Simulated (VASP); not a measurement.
# A VASP study of CdS (Hawleyite) (LDA): structure first, properties next

What structure does CdS (Hawleyite) take at this level, and what are its properties? The steps: full relaxation (LDA), second relaxation, single point with fields (LDA), bands along the symmetry lines (LDA), density of states (LDA), electric field gradients (LDA), optical spectrum (LDA) and total energy, forces and stress (LDA) with a changed input. The start is a cell from a database of measured crystal structures.

Method: LDA; plane waves and PAW (Cd, S), in VASP 6.6.1.

### Step 1. The starting structure

Before any relaxation, the start is as follows. The structure is cubic, space group F-43m (No. 216). Conventional cell: a = 5.833 Å, b = 5.833 Å, c = 5.833 Å, α = 90.00°, β = 90.00°, γ = 90.00°. Nearest to Cd lie 4 S at 2.53 Å. Nearest to S lie 4 Cd at 2.53 Å. Farther neighbours and most contacts between anions are not listed.

Structure file:

```xyz
2
Lattice="0.0000 2.9165 2.9165 2.9165 0.0000 2.9165 2.9165 2.9165 0.0000" Properties=species:S:1:pos:R:3 pbc="T T T"
Cd    0.0000    0.0000    0.0000
S     1.4583    1.4583    1.4583
```

### Step 2. Full relaxation (LDA)

Properties are meant for the cell that this level of theory prefers, so cell and atoms are relaxed first (ISIF = 3) until forces and stress are small; EDIFFG sets the threshold. LDA, the lowest rung, knows the local density alone.

Contents of INCAR:

```
SYSTEM = CdS
PREC = Accurate
ENCUT = 400
EDIFF = 1E-06
NELM = 100
ISMEAR = 0
SIGMA = 0.05
LREAL = .FALSE.
ALGO = Normal
GGA = CA
NBANDS = 15
LORBIT = 11
LWAVE = .FALSE.
LCHARG = .FALSE.
KPAR = 2
IBRION = 2
NSW = 60
ISIF = 3
EDIFFG = -0.01
```

Contents of POSCAR:

```
CdS
1.0
    0.0000000000      2.9165000000      2.9165000000
    2.9165000000      0.0000000000      2.9165000000
    2.9165000000      2.9165000000      0.0000000000
Cd S
1 1
Direct
    0.0000000000      0.0000000000      0.0000000000
    0.2500000000      0.2500000000      0.2500000000
```

Contents of KPOINTS:

```
Automatic mesh
0
Gamma
6 6 6
0 0 0
```

The projector-augmented-wave data sets are Cd and S (LDA family, release 64).

Launch:

```
mpirun -np 2 vasp_std
```

The program printed:

```text
[banner, memory and clock lines left out]
running    2 mpi-ranks, on    1 nodes
 distrk:  each k-point on    1 cores,    2 groups
 distr:  one band on    1 cores,    1 groups

 POSCAR found type information on POSCAR CdS
 POSCAR found :  2 types and       2 ions
 LDA part: xc-table for (Slater(with rela. corr.)+CA(PZ))
 , standard interpolation
 POSCAR, INCAR and KPOINTS ok, starting setup
 FFT: planning ... GRIDC
 FFT: planning ... GRID_SOFT
 FFT: planning ... GRID
 WAVECAR not read
 entering main loop
       N       E                     dE             d eps       ncg     rms          rms(c)
DAV:   1     0.915757798242E+02    0.91576E+02   -0.77768E+03   496   0.880E+02
DAV:   2    -0.428298099943E+01   -0.95859E+02   -0.90333E+02   592   0.244E+02
DAV:   3    -0.788854351372E+01   -0.36056E+01   -0.35981E+01   564   0.492E+01
DAV:   4    -0.791034983379E+01   -0.21806E-01   -0.21804E-01   613   0.380E+00
DAV:   5    -0.791064331889E+01   -0.29349E-03   -0.29348E-03   571   0.411E-01    0.811E+00
DAV:   6    -0.742464362947E+01    0.48600E+00   -0.82578E-01   733   0.123E+01    0.641E+00
DAV:   7    -0.739862596593E+01    0.26018E-01   -0.15990E-01   550   0.301E+00    0.305E+00
DAV:   8    -0.739326900366E+01    0.53570E-02   -0.17516E-02   571   0.173E+00    0.233E-01
DAV:   9    -0.739281259302E+01    0.45641E-03   -0.20830E-03   599   0.728E-01    0.532E-02
DAV:  10    -0.739280502601E+01    0.75670E-05   -0.18506E-04   592   0.164E-01    0.588E-02
DAV:  11    -0.739281686351E+01   -0.11838E-04   -0.39063E-05   550   0.638E-02    0.131E-02
DAV:  12    -0.739281122515E+01    0.56384E-05   -0.19111E-05   739   0.596E-02    0.604E-03
DAV:  13    -0.739281136518E+01   -0.14002E-06   -0.13593E-06   439   0.880E-03
   1 F= -.73928114E+01 E0= -.73928114E+01  d E =-.739281E+01
 curvature:   0.00 expect dE= 0.000E+00 dE for cont linesearch  0.000E+00
 trial: gam= 0.00000 g(F)=  0.654E-48 g(S)=  0.396E-01 ort = 0.000E+00 (trialstep = 0.100E+01)
 search vector abs. value=  0.396E-01
 bond charge predicted
       N       E                     dE             d eps       ncg     rms          rms(c)
DAV:   1    -0.792876769884E+01   -0.53596E+00   -0.94332E+00   522   0.387E+01    0.507E+00
DAV:   2    -0.744546508224E+01    0.48330E+00   -0.11687E+00   557   0.180E+01    0.172E+00
DAV:   3    -0.740792692670E+01    0.37538E-01   -0.10539E-01   592   0.329E+00    0.135E+00
DAV:   4    -0.740402438166E+01    0.39025E-02   -0.62155E-03   508   0.817E-01    0.401E-01
DAV:   5    -0.740353215281E+01    0.49223E-03   -0.51362E-04   614   0.394E-01    0.166E-01
DAV:   6    -0.740353272263E+01   -0.56982E-06   -0.20793E-04   522   0.145E-01    0.461E-02
DAV:   7    -0.740353114378E+01    0.15789E-05   -0.70718E-06   585   0.315E-02    0.882E-03
DAV:   8    -0.740353078603E+01    0.35775E-06   -0.16906E-06   305   0.223E-02
   2 F= -.74035308E+01 E0= -.74035308E+01  d E =-.107194E-01
 trial-energy change:   -0.010719  1 .order   -0.009856   -0.039573    0.019861
 step:   0.6847(harm=  0.6658)  dis= 0.00000  next Energy=    -7.406635 (dE=-0.138E-01)
 bond charge predicted
       N       E                     dE             d eps       ncg     rms          rms(c)
DAV:   1    -0.745738968510E+01   -0.53859E-01   -0.95249E-01   529   0.127E+01    0.178E+00
DAV:   2    -0.741163907402E+01    0.45751E-01   -0.10443E-01   536   0.507E+00    0.663E-01
DAV:   3    -0.740727053981E+01    0.43685E-02   -0.10231E-02   606   0.118E+00    0.554E-01
DAV:   4    -0.740672697914E+01    0.54356E-03   -0.69744E-04   508   0.248E-01    0.109E-01
DAV:   5    -0.740668516596E+01    0.41813E-04   -0.10204E-04   613   0.173E-01    0.230E-02
DAV:   6    -0.740668508324E+01    0.82721E-07   -0.17755E-05   522   0.537E-02    0.162E-02
DAV:   7    -0.740668540090E+01   -0.31766E-06   -0.64440E-07   289   0.627E-03
   3 F= -.74066854E+01 E0= -.74066854E+01  d E =-.138740E-01
 curvature:  -0.33 expect dE=-0.170E-05 dE for cont linesearch -0.170E-05
 trial: gam=-0.01123 g(F)=  0.194E-46 g(S)=  0.511E-05 ort = 0.450E-03 (trialstep = 0.937E+00)
 search vector abs. value=  0.760E-09
 reached required accuracy - stopping structural energy minimisation
```

Elapsed: 7.6 s, on 2 MPI ranks of Intel Xeon 6975P-C (Granite Rapids), shared host; peak memory 0.26 GiB; 14 s of CPU time.

Lines that name or quote the potential files are left out of all logs, and their timing lines are given in words.

From OUTCAR (step 2):

```text
ion  position               nearest neighbor table
   1  0.000  0.000  0.000-   2 2.53   2 2.53   2 2.53   2 2.53
   2  0.250  0.250  0.250-   1 2.53   1 2.53   1 2.53   1 2.53

  LATTYP: Found a face centered cubic cell.
 ALAT       =     5.8330000000

 Subroutine GETGRP returns: Found 24 space group operations
 (whereof 24 operations were pure point group operations)

The static configuration has the point symmetry T_d .

 Found     16 irreducible k-points:

   k-points           NKPTS =     16   k-points in BZ     NKDIM =     16   number of bands    NBANDS=     15

   dimension x,y,z NGX =    28 NGY =   28 NGZ =   28
   dimension x,y,z NGXF=    56 NGYF=   56 NGZF=   56

   ENCUT  =  400.0 eV  29.40 Ry    5.42 a.u.   6.73  6.73  6.73*2*pi/ulx,y,z

   NELECT =      18.0000    total number of electrons

 k-points in reciprocal lattice and weights: Automatic mesh
   0.00000000  0.00000000  0.00000000       0.005
   0.16666667  0.00000000  0.00000000       0.037
   0.33333333  0.00000000  0.00000000       0.037
   0.50000000  0.00000000  0.00000000       0.019
   0.16666667  0.16666667  0.00000000       0.028
   0.33333333  0.16666667  0.00000000       0.111
   0.50000000  0.16666667  0.00000000       0.111
  -0.33333333  0.16666667  0.00000000       0.111
  -0.16666667  0.16666667  0.00000000       0.056
[...]
-0.33333333  0.33333333  0.16666667       0.111
  -0.33333333  0.50000000  0.16666667       0.056

 average (electrostatic) potential at core
       1 -39.8678       2 -89.5943

 E-fermi :   1.7082

 k-point     1 :       0.0000    0.0000    0.0000
  band No.  band energies     occupation
    ...
      5      -5.9282      2.00000
      6      -5.9282      2.00000
      7       1.4619      2.00000
      8       1.4619      2.00000
      9       1.4619      2.00000
     10       2.4302      0.00000
     11       7.8088      0.00000
     12       7.8088      0.00000
     13       7.8088      0.00000
     14      12.7386      0.00000
    ...

 k-point     2 :       0.1667    0.0000    0.0000
  band No.  band energies     occupation
    ...
      5      -5.9300      2.00000
      6      -5.9300      2.00000
      7      -0.1640      2.00000
      8       1.2351      2.00000
      9       1.2351      2.00000
     10       3.6470      0.00000
     11       7.4748      0.00000
     12       8.1465      0.00000
     13       8.1465      0.00000
     14      12.0843      0.00000
    ...

 k-point     3 :       0.3333    0.0000    0.0000
  band No.  band energies     occupation
    ...
      5      -5.9103      2.00000
      6      -5.9103      2.00000
      7      -2.1826      2.00000
      8       0.8260      2.00000
      9       0.8260      2.00000
     10       4.2747      0.00000
     11       8.0523      0.00000
     12       8.3833      0.00000
     13       8.3833      0.00000
     14      12.2501      0.00000
    ...

  Total       -0.0084036     -0.0084036     -0.0084036      0.0000000      0.0000000      0.0000000
  in kB       -0.2815605     -0.2815605     -0.2815605      0.0000000      0.0000000      0.0000000
  external PRESSURE =      -0.2815605 kB  Pullay stress =       0.0000000 kB

  energy-cutoff  :      400.00
  volume of cell :       47.82
      direct lattice vectors                 reciprocal lattice vectors
     0.000000000  2.880881973  2.880881973    -0.173557961  0.173557961  0.173557961
     2.880881973  0.000000000  2.880881973     0.173557961 -0.173557961  0.173557961
     2.880881973  2.880881973 -0.000000000     0.173557961  0.173557961 -0.173557961

 POSITION                                       TOTAL-FORCE (eV/Angst)
 -----------------------------------------------------------------------------------
      0.00000      0.00000      0.00000         0.000000      0.000000      0.000000
      1.44044      1.44044      1.44044        -0.000000     -0.000000     -0.000000
 -----------------------------------------------------------------------------------
    total drift:                                0.000000      0.000000      0.000000

  FREE ENERGIE OF THE ION-ELECTRON SYSTEM (eV)
  ---------------------------------------------------
  free  energy   TOTEN  =        -7.4066854009 eV

  energy  without entropy=       -7.4066854009  energy(sigma->0) =       -7.40668540

 reached required accuracy - stopping structural energy minimisation

 total charge
# of ion       s       p       d       tot
------------------------------------------
    1        0.449   0.357   9.552  10.358
    2        1.322   2.392   0.000   3.714
--------------------------------------------------
tot          1.770   2.749   9.552  14.072

[... 3 further parts left out ...]
```

CONTCAR:

```
CdS
   1.00000000000000
     0.0000000000000000    2.8808819729902853    2.8808819729902853
     2.8808819729902853    0.0000000000000000    2.8808819729902853
     2.8808819729902853    2.8808819729902853   -0.0000000000000000
  Cd              S
     1     1
Direct
     0.0000000000000000    0.0000000000000000    0.0000000000000000
     0.2500000000000000    0.2500000000000000    0.2500000000000000
```

The gap is read on the k-mesh alone, so it is an upper bound where the band edges lie off the mesh, and a coarse mesh can show a gap where there is none. The run keeps the 24 symmetry operations of its start, so it cannot find a distortion of lower symmetry.

Relaxation path:

| step | energy less that of the first step (eV) | largest force (eV/Å) | pressure (GPa) | volume (Å³) |
| --- | --- | --- | --- | --- |
| 1 | 0.0000 | 0.0000 | -2.39 | 49.62 |
| 2 | -0.0107 | 0.0000 | 1.26 | 47.01 |
| 3 | -0.0139 | 0.0000 | -0.03 | 47.82 |

| conventional cell, symmetrised | before | after | change |
| --- | --- | --- | --- |
| a (Å) | 5.833 | 5.762 | -1.2 % |
| b (Å) | 5.833 | 5.762 | -1.2 % |
| c (Å) | 5.833 | 5.762 | -1.2 % |
| volume (Å³/atom) | 24.81 | 23.91 | -3.6 % |

The relaxed structure:

```xyz
2
Lattice="0.0000 2.8809 2.8809 2.8809 0.0000 2.8809 2.8809 2.8809 0.0000" Properties=species:S:1:pos:R:3 pbc="T T T"
Cd    0.0000    0.0000    0.0000
S     1.4404    1.4404    1.4404
```

This step gave:

```
electrons                              : 18
bands                                  : 15
irreducible k-points                   : 16
symmetry operations                    : 24
free energy (TOTEN)                    : -7.407 eV
Fermi energy                           : 1.708 eV
pressure                               : -0.02816 GPa
metallic, judged on the points sampled : no
valence top at k                       : 0, 0, 0
conduction bottom at k                 : 0, 0, 0
least direct gap at k                  : 0, 0, 0
SCF cycles over all ionic steps        : 28
gap on the k-mesh                      : 0.9683 eV
least direct gap on the k-mesh         : 0.9683 eV
```

It ends with forces that vanish by symmetry and a pressure of -0.03 GPa. The volume lies -3.6 % from that of the database's start, part of which can be the thermal and zero-point expansion of its experiment. LDA is known to overbind.

### Step 3. Second relaxation

A relaxation keeps the plane waves of the cell it began with, so it is repeated from the new cell, on a basis made for it.

INCAR is that of step 2.

Contents of POSCAR:

```
CdS
1.0
    0.0000000000      2.8808819730      2.8808819730
    2.8808819730      0.0000000000      2.8808819730
    2.8808819730      2.8808819730      0.0000000000
Cd S
1 1
Direct
    0.0000000000      0.0000000000      0.0000000000
    0.2500000000      0.2500000000      0.2500000000
```

KPOINTS is that of step 2.

Launch:

```
mpirun -np 2 vasp_std
```

The program printed:

```text
[... set-up lines as in an earlier step ...]
 entering main loop
       N       E                     dE             d eps       ncg     rms          rms(c)
DAV:   1     0.971880576207E+02    0.97188E+02   -0.79957E+03   504   0.896E+02
DAV:   2    -0.432983512585E+01   -0.10152E+03   -0.97006E+02   592   0.250E+02
DAV:   3    -0.789879071091E+01   -0.35690E+01   -0.35642E+01   571   0.497E+01
DAV:   4    -0.791883711357E+01   -0.20046E-01   -0.20045E-01   592   0.371E+00
DAV:   5    -0.791909360156E+01   -0.25649E-03   -0.25648E-03   592   0.390E-01    0.881E+00
DAV:   6    -0.743435086229E+01    0.48474E+00   -0.81405E-01   712   0.127E+01    0.686E+00
DAV:   7    -0.740729657837E+01    0.27054E-01   -0.17174E-01   620   0.313E+00    0.317E+00
DAV:   8    -0.740229027583E+01    0.50063E-02   -0.19093E-02   515   0.184E+00    0.261E-01
DAV:   9    -0.740183453769E+01    0.45574E-03   -0.22997E-03   641   0.791E-01    0.529E-02
DAV:  10    -0.740181955550E+01    0.14982E-04   -0.19704E-04   543   0.183E-01    0.553E-02
DAV:  11    -0.740183016714E+01   -0.10612E-04   -0.39629E-05   599   0.653E-02    0.160E-02
DAV:  12    -0.740182556344E+01    0.46037E-05   -0.19136E-05   697   0.613E-02    0.647E-03
DAV:  13    -0.740182563000E+01   -0.66560E-07   -0.12372E-06   418   0.950E-03
   1 F= -.74018256E+01 E0= -.74018256E+01  d E =-.740183E+01
 curvature:   0.00 expect dE= 0.000E+00 dE for cont linesearch  0.000E+00
 trial: gam= 0.00000 g(F)=  0.128E-46 g(S)=  0.152E-04 ort = 0.000E+00 (trialstep = 0.100E+01)
 search vector abs. value=  0.152E-04
 reached required accuracy - stopping structural energy minimisation
```

Wall time 3.6 s (2 MPI ranks); peak memory 0.25 GiB.

From OUTCAR (step 3):

```text
  LATTYP: Found a face centered cubic cell.
 ALAT       =     5.7617639460

The static configuration has the point symmetry T_d .

 Found     16 irreducible k-points:

   ENCUT  =  400.0 eV  29.40 Ry    5.42 a.u.   6.64  6.64  6.64*2*pi/ulx,y,z

   NELECT =      18.0000    total number of electrons

 E-fermi :   1.7096

 k-point     1 :       0.0000    0.0000    0.0000
  band No.  band energies     occupation
    ...
      5      -5.9283      2.00000
      6      -5.9283      2.00000
      7       1.4618      2.00000
      8       1.4618      2.00000
      9       1.4618      2.00000
     10       2.4299      0.00000
     11       7.8087      0.00000
     12       7.8087      0.00000
     13       7.8087      0.00000
     14      12.7385      0.00000
    ...

 k-point     2 :       0.1667    0.0000    0.0000
  band No.  band energies     occupation
    ...
      5      -5.9297      2.00000
      6      -5.9297      2.00000
      7      -0.1641      2.00000
      8       1.2351      2.00000
      9       1.2351      2.00000
     10       3.6469      0.00000
     11       7.4747      0.00000
     12       8.1464      0.00000
     13       8.1464      0.00000
     14      12.0846      0.00000
    ...

  Total       -0.0144902     -0.0144902     -0.0144902      0.0000000     -0.0000000      0.0000000
  in kB       -0.4854893     -0.4854893     -0.4854893      0.0000000     -0.0000000      0.0000000
  external PRESSURE =      -0.4854893 kB  Pullay stress =       0.0000000 kB

  energy-cutoff  :      400.00
  volume of cell :       47.82
      direct lattice vectors                 reciprocal lattice vectors
     0.000000000  2.880881973  2.880881973    -0.173557961  0.173557961  0.173557961
     2.880881973  0.000000000  2.880881973     0.173557961 -0.173557961  0.173557961
     2.880881973  2.880881973  0.000000000     0.173557961  0.173557961 -0.173557961

 POSITION                                       TOTAL-FORCE (eV/Angst)
 -----------------------------------------------------------------------------------
      0.00000      0.00000      0.00000        -0.000000     -0.000000     -0.000000
      1.44044      1.44044      1.44044         0.000000      0.000000      0.000000
 -----------------------------------------------------------------------------------
    total drift:                                0.000000      0.000000      0.000000

  FREE ENERGIE OF THE ION-ELECTRON SYSTEM (eV)
  ---------------------------------------------------
  free  energy   TOTEN  =        -7.4018256300 eV

  energy  without entropy=       -7.4018256300  energy(sigma->0) =       -7.40182563

 total charge
# of ion       s       p       d       tot
------------------------------------------
    1        0.449   0.357   9.550  10.356
    2        1.322   2.392   0.000   3.714
--------------------------------------------------
tot          1.771   2.749   9.550  14.070

[... 5 parts as in an earlier step ...]

[... 6 further parts left out ...]
```

CONTCAR:

```
CdS
   1.00000000000000
     0.0000000000000000    2.8808819730000002    2.8808819730000002
     2.8808819730000002    0.0000000000000000    2.8808819730000002
     2.8808819730000002    2.8808819730000002    0.0000000000000000
  Cd              S
     1     1
Direct
     0.0000000000000000    0.0000000000000000    0.0000000000000000
     0.2500000000000000    0.2500000000000000    0.2500000000000000
```

Little changed from the start: no atom moved by 0.005 Å and no cell edge by 0.1 %.

This step gave:

```yaml
free_energy_toten: -7.402 eV
fermi_energy: 1.710 eV
pressure: -0.04855 GPa
scf_cycles_over_all_ionic_steps: 13
gap_on_the_k_mesh: 0.9681 eV
least_direct_gap_on_the_k_mesh: 0.9681 eV
```

It ends with forces that vanish by symmetry and a pressure of -0.05 GPa. The volume moved by under 0.01 %: the run met its threshold at the first step.

(Part 1 of 4 ends here.)

[Lines on the potential files, build, host, timing and source positions are cut from VASP's logs without a mark.]

[Logs are printed without paths, hosts, clocks, repeated set-up lines and the standing remarks that a program may print on its own settings, such as how far it seeks lower states.]

[Hosts, paths, dates, database ids (printed as entryN), source tags and the programs' standing remarks are cut or masked in the printed files.]

[A measured line is paired with the nearest computed mode of its activity, which favours agreement.]

[In band tables of VASP the shares of atoms and orbitals are scaled to a sum of 1 inside the atoms' spheres.]
